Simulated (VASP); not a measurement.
Calculation: LDA (Ceperley-Alder, Perdew-Zunger), VASP's LDA PAW potentials (set 64) (plane waves; VASP 6.6.1).

Input for VASP

### POSCAR
```
Nb3Sn
1
    5.2200139989     0.0000000000     0.0000000000
    0.0000000000     5.2200139989    -0.0000000000
    0.0000000000     0.0000000000     5.2200139989
Nb Sn
6 2
Direct
  0.2500000000   0.0000000000   0.5000000000
  0.5000000000   0.2500000000   0.0000000000
  0.5000000000   0.7500000000   0.0000000000
  0.7500000000   0.0000000000   0.5000000000
  0.0000000000   0.5000000000   0.7500000000
  0.0000000000   0.5000000000   0.2500000000
  0.5000000000   0.5000000000   0.5000000000
  0.0000000000   0.0000000000   0.0000000000
```

KPOINTS:
```
Automatic
0
gamma
 6 6 6
0 0 0
```

### INCAR
```
SYSTEM = Nb3Sn
PREC = Accurate
ENCUT = 500
EDIFF = 1E-6
NELM = 100
ALGO = Normal
LREAL = .FALSE.
LASPH = .TRUE.
ISMEAR = 1
SIGMA = 0.1
LMAXMIX = 4
LWAVE = .FALSE.
LCHARG = .FALSE.
IBRION = 2
ISIF = 3
NSW = 40
EDIFFG = -0.02
```

POTCAR, in this order: Nb_sv Sn_d (LDA.64 set). Program: vasp_std.

Output

### OSZICAR
```
       N       E                     dE             d eps       ncg     rms          rms(c)
DAV:   1     0.187068170484E+04    0.18707E+04   -0.49537E+04  2659   0.222E+03
DAV:   2     0.198829426805E+03   -0.16719E+04   -0.16401E+04  2776   0.896E+02
DAV:   3    -0.482853851776E+02   -0.24711E+03   -0.23675E+03  3460   0.288E+02
DAV:   4    -0.787097140241E+02   -0.30424E+02   -0.29659E+02  4000   0.891E+01
DAV:   5    -0.811936971485E+02   -0.24840E+01   -0.24612E+01  4616   0.223E+01    0.187E+01
DAV:   6    -0.785270632313E+02    0.26666E+01   -0.91144E+00  3936   0.157E+01    0.638E+00
DAV:   7    -0.782449594667E+02    0.28210E+00   -0.18460E+00  4000   0.712E+00    0.252E+00
DAV:   8    -0.782365939575E+02    0.83655E-02   -0.21963E-01  3976   0.241E+00    0.662E-01
DAV:   9    -0.782380405121E+02   -0.14466E-02   -0.35420E-02  4264   0.112E+00    0.307E-01
DAV:  10    -0.782382041409E+02   -0.16363E-03   -0.51791E-03  3936   0.338E-01    0.553E-02
DAV:  11    -0.782381937706E+02    0.10370E-04   -0.56755E-04  4328   0.140E-01    0.249E-02
DAV:  12    -0.782381902460E+02    0.35246E-05   -0.42979E-05  3984   0.382E-02    0.976E-03
DAV:  13    -0.782381901164E+02    0.12963E-06   -0.70925E-06  2728   0.167E-02
   1 F= -.78238190E+02 E0= -.78236068E+02  d E =-.782382E+02
```

File OUTCAR:
```
------------------------ aborting loop because EDIFF is reached ----------------------------------------
  FORCE on cell =-STRESS in cart. coord.  units (eV):
  Direction    XX          YY          ZZ          XY          YZ          ZX
  --------------------------------------------------------------------------------------
  Total       -0.0068590     -0.0068590     -0.0068590      0.0000000     -0.0000000     -0.0000000
  in kB       -0.0772606     -0.0772606     -0.0772606      0.0000000     -0.0000000     -0.0000000
  external PRESSURE =      -0.0772606 kB  Pullay stress =       0.0000000 kB
  volume of cell :      142.24
      direct lattice vectors                 reciprocal lattice vectors
     5.220013999  0.000000000  0.000000000     0.191570367  0.000000000  0.000000000
     0.000000000  5.220013999  0.000000000     0.000000000  0.191570367  0.000000000
     0.000000000  0.000000000  5.220013999     0.000000000  0.000000000  0.191570367
 POSITION                                       TOTAL-FORCE (eV/Angst)
 -----------------------------------------------------------------------------------
      1.30500      0.00000      2.61001        -0.000000     -0.000000     -0.000000
      2.61001      1.30500      0.00000         0.000000     -0.000000     -0.000000
      2.61001      3.91501      0.00000         0.000000      0.000000      0.000000
      3.91501      0.00000      2.61001         0.000000      0.000000      0.000000
      0.00000      2.61001      3.91501        -0.000000     -0.000000     -0.000000
      0.00000      2.61001      1.30500        -0.000000      0.000000      0.000000
      2.61001      2.61001      2.61001         0.000000      0.000000      0.000000
      0.00000      0.00000      0.00000         0.000000      0.000000      0.000000
 -----------------------------------------------------------------------------------
    total drift:                                0.000000     -0.000000      0.000000
  FREE ENERGIE OF THE ION-ELECTRON SYSTEM (eV)
  ---------------------------------------------------
  free  energy   TOTEN  =       -78.2381901164 eV

  energy  without entropy=      -78.2318251153  energy(sigma->0) =      -78.23606845

 reached required accuracy - stopping structural energy minimisation
```
(Selected blocks of OUTCAR.)

The compound is Nb3Sn in the A15 structure. It was relaxed first.
